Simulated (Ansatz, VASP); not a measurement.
# Cross-check of NiO between VASP and Ansatz

Wanted: the spread between two codes on one cell, functional and k mesh. The cell is taken from a series of runs on this material, whose earlier steps may have relaxed, scaled, displaced or heated it; both programs get it as it stands.

Main program and level: Ansatz 0.2.0; plane waves, with VASP 6.6.1 beside it; zone-centre phonons at RPBE, DFT+U.

## 1. The starting structure

The structure is cubic, space group Fm-3m (No. 225). Conventional cell: a = 4.316 Å, b = 4.316 Å, c = 4.316 Å, α = 90.00°, β = 90.00°, γ = 90.00°. Ni has 6 O at 2.16 Å nearest. O has 6 Ni at 2.16 Å nearest. Farther neighbours and most contacts between anions are not listed.

Coordinates:

```cif
data_structure
_symmetry_space_group_name_H-M 'P 1'
_symmetry_Int_Tables_number 1
_cell_length_a 3.0522
_cell_length_b 3.0522
_cell_length_c 3.0522
_cell_angle_alpha 60.000
_cell_angle_beta 60.000
_cell_angle_gamma 60.000
_cell_volume 20.11
loop_
_atom_site_label
_atom_site_type_symbol
_atom_site_fract_x
_atom_site_fract_y
_atom_site_fract_z
_atom_site_occupancy
Ni1 Ni 0.00000 0.00000 0.00000 1
O2 O 0.50000 0.50000 0.50000 1
```

## 2. Ansatz: zone-centre phonons, RPBE, DFT+U

Ansatz runs on its default PAW (the set named soft_2) files.

Second derivatives magnify differences that forces hide, and they need a tight electronic threshold.

Input file input.yaml:

```yaml
crystal:
  lattice:
    - [0.0, 2.1582335155, 2.1582335155]
    - [2.1582335155, 0.0, 2.1582335155]
    - [2.1582335155, 2.1582335155, 0.0]
  atoms:
    - { symbol: Ni, position: [0.0, 0.0, 0.0], spin: 1.93 }
    - { symbol: O, position: [0.5, 0.5, 0.5], spin: 0.2 }
kpoints:
  mp_grid: { grid: [10, 10, 10] }
hamiltonian:
  xc: rpbe
  hubbard: { sites: [{ species: Ni, l: d, u_eff: 6.2 }] }
scf:
  occupations: { method: gaussian, width: 0.02 }
  convergence: { dr2_threshold: 1.0e-10 }
output:
  eigenvalues: true
  populations: true
magnetization:
  spin_polarized: true
phonons:
  method: dfpt
  dielectric: true
  rigid_motions: translations
```

Command:

```console
$ ansatz run input.yaml --threads 4 --pin off --max-ram 7168MiB --backend cpu --events-out ev --progress --plain --runs-dir out
```

Numbers of over 12 decimals in the logs are rounded to 6 here.

Output:

```text
Ni: projections on atomic orbitals take those of the free atom [Ne] 3s2 3p6 3d8 4s2, of charge +0.00 (hamiltonian.pseudopotentials.projection_atoms); the dataset's partial waves leave at most 1.6e-6 of an orbital's norm unspanned inside its sphere
O: projections on atomic orbitals take those of the free atom [He] 2s2 2p4, of charge +0.00 (hamiltonian.pseudopotentials.projection_atoms); the dataset's partial waves leave at most 1.9e-8 of an orbital's norm unspanned inside its sphere
Engine: ansatz 0.2.0, aarch64-unknown-linux-gnu
Pseudopotentials: kind: paw
Pseudopotential: Ni, paw, valence charge 18, recommended cutoff 420 eV (normal), Ni.paw.azcp
Pseudopotential: O, paw, valence charge 6, recommended cutoff 420 eV (normal), O.paw.azcp
Functional definition: RPBE
  parameter kappa = 0.804
  parameter beta = 0.066725
  exchange = rpbe_x(kappa = kappa, mu = beta*pi^2/3)
  correlation = pbe_c(beta = beta)
Crystal: 2 atoms, lattice volume = 20.106 Å³
Basis set: ecut = 420 eV, 411 PW (Γ), exchange–correlation on 48×48×48 points (8 copies of the dense FFT grid, shifted against one another)
Bands: 18, of which v1, the nominal top of the filled ones, is band 12 counted from 1 (11 counted from 0)
Symmetry: 48 space group operations
Space group: Fm-3m (ITA 225), of the structure as read, at distance tolerance 2.7e-5 Å
Magnetic group: BNS 225.116 (UNI 1618), of the structure as read, at distance tolerance 2.7e-5 Å
k-points: 47 of 1000
Non-local potential: Ni, projectors of the file, l = 0: 3, l = 1: 2, l = 2: 3, l = 3: 1
Non-local potential: O, projectors of the file, l = 0: 2, l = 1: 2, l = 2: 1
PAW form: soft (Blöchl's): semilocal exchange-correlation on the pseudo side does not see the compensation charge
PAW frozen core: Ni, regenerated for the run's functional, and the local potential with it (the file was generated under x = pbe(κ = 0.804, μ = 0.219515), c = pbe(β = 0.066725))
PAW frozen core: O, regenerated for the run's functional, and the local potential with it (the file was generated under x = pbe(κ = 0.804, μ = 0.219515), c = pbe(β = 0.066725))
PAW one-centre angular grid: Ni, 590 points (default); XC on 64 Gauss nodes
PAW one-centre angular grid: O, 110 points (default); XC on 64 Gauss nodes
Initial density: superposition of atomic densities (chi_scale 0.1, normalization cell, long waves kept (reshape's long-wave potential 0.00 eV rms))
Starting moments: Σ|m| = 2.13 μB on 2 of 2 sites
Initial wavefunctions: pseudopotential atomic-orbital guess
Functional: x = rpbe, c = pbe(β = 0.066725)
SCF 1 converged in 22 iterations: F = -6411.589326 eV  dr2 = 7.10e-12
  greatest PAW one-centre occupation: 1.002 electrons in one spin orbital (limit 2), on the Ni atom at site 0 (counted from 0), in its partial waves of l = 1
Symmetry: 8 space group operations
k-points: 144 of 1000
Initial density: read from a saved state, or passed on in memory by an earlier SCF of this step, an earlier step, the calling program or the single point that the run made first
Starting moments: Σ|m| = 2.13 μB on 2 of 2 sites; this step starts from the density that it was given
Initial wavefunctions: those read from a saved state, or passed on in memory by an earlier step or the calling program
a single point of the input's cell can leave the moments in the input for a lower state (scf.lower_state_search): this run first made a single point of its cell. This run's own SCFs start from the density of the state that the single point found, with the moments in the input. The single point stayed on the moments in the input.
k-points: 102 of 1000 (irreducible under 8 space group operations, time reversal used)
Stability of the state it starts from, as read at its close in the collinear treatment: not read negative (Ritz values of 1 − χ₀K, real part plus size of imaginary part, from 0.64 to 0.68, by its mixing steps under the symmetry group of the SCF that read it); its run was given moments
iter 1 solved again at ethr=2.57e-9 eV; its pass at ethr=3.10e-3 eV (dr2=6.17e-7 eV) is discarded
SCF iter   1: F=—  HF=-6411.589326 eV  |F-HF|=—  |Δ(HF+E_count)|=         —  Δρ=2.04e-7 (↑1.85e-7 ↓2.04e-7)  dr2=6.85e-13  dr2_m=6.66e-12  M=2.000 μB ∫|m|=2.010 μB  β_m=0.30  ethr=2.57e-9  ⟨swp⟩=4.0  Hψ=28104  notcnv=0
eigensolver tolerance schedule: the retry pair's looser diagonalisation over-reported the residual by 899705.55 of it (diagonalisation noise at 2.93 of the residual, at the tolerance the schedule requests for it); recorded, not acted on — ethr = c·dr2/N_el stays at c = 1.0e-1
preconditioner: auto → none  [insulator: Δε(μ)=1.827 eV  Ē_g=17.413 eV  σ=0.020 eV  W_gap=1.00  n_scr=8 (ndim 8)  ℏωp=33.1 eV  f_vac=0.000  D(μ)=0.00/eV (n_scr^D=0)  ε∞_Penn≈4.6]
SCF iter   2: F=-6411.589326 eV  HF=-6411.589326 eV  |F-HF|=3.64e-12  |Δ(HF+E_count)|=  4.53e-10  Δρ=1.76e-7 (↑9.73e-8 ↓1.76e-7)  dr2=3.60e-12  dr2_m=2.81e-12  M=2.000 μB ∫|m|=2.010 μB  ethr=1.00e-12  ⟨swp⟩=7.5  Hψ=19128  notcnv=0
SCF 2 converged in 2 iterations: F = -6411.589326 eV  dr2 = 3.60e-12
NSCF: frozen V_eff on 2 k-points
DFPT response loops at Γ: preconditioner auto → none (the input reference at scf.mixing.eps_inf says where Resta's filter doesn't serve); β = 0.30; Broyden in place of MSR1
[...]
preconditioner: auto → none  [insulator: Δε(μ)=2.082 eV  Ē_g=11.107 eV  σ=0.020 eV  W_gap=1.00  n_scr=8 (ndim 8)  ℏωp=33.1 eV  f_vac=0.000  D(μ)=0.00/eV (n_scr^D=0)  ε∞_Penn≈9.9]
SCF iter   2: F=—  HF=-6411.594455 eV  |F-HF|=—  |Δ(HF+E_count)|=   1.26e-5  Δρ=5.04e-4 (↑5.04e-4 ↓4.32e-4)  dr2=6.94e-5  dr2_m=2.32e-6  M=2.000 μB ∫|m|=2.010 μB  β_m=0.56  ethr=1.77e-7
SCF iter   3: F=—  HF=-6411.594509 eV  |F-HF|=—  |Δ(HF+E_count)|=   5.40e-5  Δρ=6.25e-4 (↑3.71e-4 ↓6.25e-4)  dr2=1.50e-4  dr2_m=3.59e-6  M=2.000 μB ∫|m|=2.010 μB  β_m=0.43  ethr=1.77e-7
SCF iter   4: F=—  HF=-6411.594466 eV  |F-HF|=—  |Δ(HF+E_count)|=   4.28e-5  Δρ=5.78e-5 (↑5.78e-5 ↓3.78e-5)  dr2=6.37e-7  dr2_m=9.24e-8  M=2.000 μB ∫|m|=2.010 μB  β_m=0.43  ethr=1.77e-7
SCF iter   5: F=—  HF=-6411.594466 eV  |F-HF|=—  |Δ(HF+E_count)|=   1.77e-7  Δρ=2.70e-5 (↑2.70e-5 ↓2.14e-5)  dr2=9.54e-8  dr2_m=5.72e-8  M=2.000 μB ∫|m|=2.010 μB  β_m=0.67  ethr=2.65e-9
SCF iter   6: F=—  HF=-6411.594466 eV  |F-HF|=—  |Δ(HF+E_count)|=   1.05e-7  Δρ=5.68e-6 (↑3.01e-6 ↓5.68e-6)  dr2=3.17e-9  dr2_m=2.97e-9  M=2.000 μB ∫|m|=2.010 μB  β_m=0.83  ethr=3.98e-10
SCF iter   7: F=—  HF=-6411.594466 eV  |F-HF|=—  |Δ(HF+E_count)|=   1.97e-9  Δρ=1.75e-6 (↑1.13e-7 ↓1.75e-6)  dr2=4.83e-10  dr2_m=1.58e-10  M=2.000 μB ∫|m|=2.010 μB  β_m=0.92  ethr=1.32e-11
SCF iter   8: F=-6411.594466 eV  HF=-6411.594466 eV  |F-HF|=9.09e-13  |Δ(HF+E_count)|=  3.09e-11  Δρ=1.04e-7 (↑1.04e-7 ↓1.01e-7)  dr2=3.45e-14  dr2_m=1.92e-12  M=2.000 μB ∫|m|=2.010 μB  ethr=2.01e-12
SCF 1 converged in 8 iterations: F = -6411.594466 eV  dr2 = 3.45e-14
DFPT response loops at Γ: mixed as the last ones told, above
SCF converged after 2 iterations
Magnetization: 2.0000 μB (13.0000 up, 11.0000 down)
Absolute magnetization: 2.0086 μB (∫|ρ↑−ρ↓|, with the PAW one-centre terms)
Spin contamination: 0.0016 ħ² per cell (⟨S²⟩ above its minimum at these occupations)
Per-site moments (μB) at R_I (Å): [(1.752293, 0.890271), (0.180584, 0.890271)]
Free energy (F): -6411.589326 eV
Harris-Foulkes:  -6411.589326 eV  (|F-HF|=3.64e-12)
Internal energy: -6411.589326 eV  (E = F + TS)
E sigma→0 (E₀):  -6411.589326 eV
Fermi energy:    12.815056 eV
--- Per-component energies (eV) ---
  E_band       = -397.548023
  E_kinetic    = 446.869558
  E_local      = -4152.213579  (includes V_loc(G=0)·N_el)
  E_nonlocal   = 688.880513
  E_hartree    = 1701.411262
  E_xc         = -155.516610
  E_vxc        = -198.913179  (∫ρ·V_xc dr)
  E_hubbard    = 0.673911  (on-site DFT+U / exact-exchange correction)
  E_vhub       = -24.133798  (the Hubbard potential's part of the band-sum identity)
  E_paw        = -1795.915758  (= ΣΔE_a)
  E_vpaw       = -560.863010  (= ΣTr[D̂ρ^β])
  E_aug_tail   = 0.002942  (compensation charges beyond the density's cutoff)
  E_ewald      = -3145.716318
  E_core_change = -0.065247  (= ΣΔE_core)
  E_smearing   = -0.000000  (= −TS)
  E_closure    = -0.000000  (closes the sum)
  Σ components = -6411.589326   (vs F -6411.589326, Δ=0.00e0)
--- Band table (eV; the first three rows and the last of 204) ---
  k-point 0 ↑: bands = [... 8 lower, 6.3623, 6.3623, 10.5815, 10.5815, 10.5815, 13.7283, 30.1303, 30.6605, ... 2 higher]
  k-point 1 ↑: bands = [... 8 lower, 6.3916, 6.3916, 9.9502, 10.7248, 10.7248, 14.4999, 27.7986, 30.1978, ... 2 higher]
  k-point 2 ↑: bands = [... 8 lower, 6.4964, 6.4964, 9.0405, 11.0750, 11.0750, 15.8907, 25.3151, 28.7913, ... 2 higher]
  k-point 101 ↓: bands = [... 8 lower, 8.7820, 9.1174, 9.5032, 14.9940, 15.4367, 20.6434, 23.1421, 23.3919, ... 2 higher]
Occupation matrices written to <dir>
--- Phonons (Γ-DFPT): 2 representative perturbations + reference, on 102 of 1000 k-points (Σ response iterations 19) ---
  k mesh reduced under 8 symmetry operations, with k and −k counted as one. Each operation leaves every solved perturbation unchanged. A smaller set is not considered because the run has a Hubbard term
  ASR residual: 1.197e-4 → 0.000e0 eV/Å²; symmetrization residual: 9.883e-8 eV/Å²
  ASR residual per site (eV/Å²): 1.86e-5 1.20e-4
  Γ frequencies (cm⁻¹): 0.00 0.00 0.00 277.35 277.35 277.35
  ε∞ (high-frequency dielectric tensor):
        5.246598     0.000000     0.000000
        0.000000     5.246598    -0.000000
        0.000000    -0.000000     5.246598
  ε⁰ (static dielectric tensor: ions relaxed, cell fixed):
       19.534344     0.000000     0.000000
        0.000000    19.534344    -0.000000
        0.000000    -0.000000    19.534344
  ε⁰ − ε∞ (ionic part):
       14.287746     0.000000     0.000000
        0.000000    14.287746    -0.000000
        0.000000    -0.000000    14.287746
  softest optical mode at Γ: 277.35 cm⁻¹; the repairs (sum rule, projections) moved no ω² at Γ by more than (1.43 cm⁻¹)²
  Born effective charges Z* (e; rows j = field, columns β = displacement):
    site 0:
         2.37610    0.00000    0.00000
        -0.00000    2.37610    0.00000
         0.00000    0.00000    2.37610
    site 1:
        -2.37610   -0.00000   -0.00000
         0.00000   -2.37610   -0.00000
        -0.00000   -0.00000   -2.37610
  Z* charge neutrality: 9.889e-4 e pre-enforcement
  solved inside a basis spanned on kpoints, on 10×10×10 k-points, its susceptibility summed on 14×14×14: ε∞ is read to err by 1.4e-2, Z* by 1.9e-2 e (field_mesh: kpoints solves on kpoints); Z* is corrected for what the basis lacks
  optical modes at Γ without the LO–TO term, one row a degenerate level:
      ω (cm⁻¹)  modes    IR ((D/Å)²/amu)
        277.35      3            31.0820
  optical modes at Γ + LO–TO along q̂ = [1.0000, 0.0000, 0.0000]:
      ω (cm⁻¹)  modes    IR ((D/Å)²/amu)
        277.35      2            20.7213
        535.17      1            10.3607
  optical modes at Γ + LO–TO along q̂ = [0.0000, 1.0000, 0.0000]:
      ω (cm⁻¹)  modes    IR ((D/Å)²/amu)
        277.35      2            20.7213
        535.17      1            10.3607
  optical modes at Γ + LO–TO along q̂ = [0.0000, 0.0000, 1.0000]:
      ω (cm⁻¹)  modes    IR ((D/Å)²/amu)
        277.35      2            20.7213
        535.17      1            10.3607
--- Löwdin populations: 2 sites ---
  site symbol       q [e]    m [muB]
     0     Ni     16.7626     1.7623
     1      O      7.1117     0.2326
  spilling = 0.005236 (of n_electrons = 24.000000)
```

(Continued in part 2 of 2.)

[Lines on the potential files, build, host, timing and source positions are cut from VASP's logs without a mark.]

[Logs are printed without paths, hosts, clocks, repeated set-up lines and the standing remarks that a program may print on its own settings, such as how far it seeks lower states.]

[Hosts, paths, dates, database ids (printed as entryN), source tags and the programs' standing remarks are cut or masked in the printed files.]
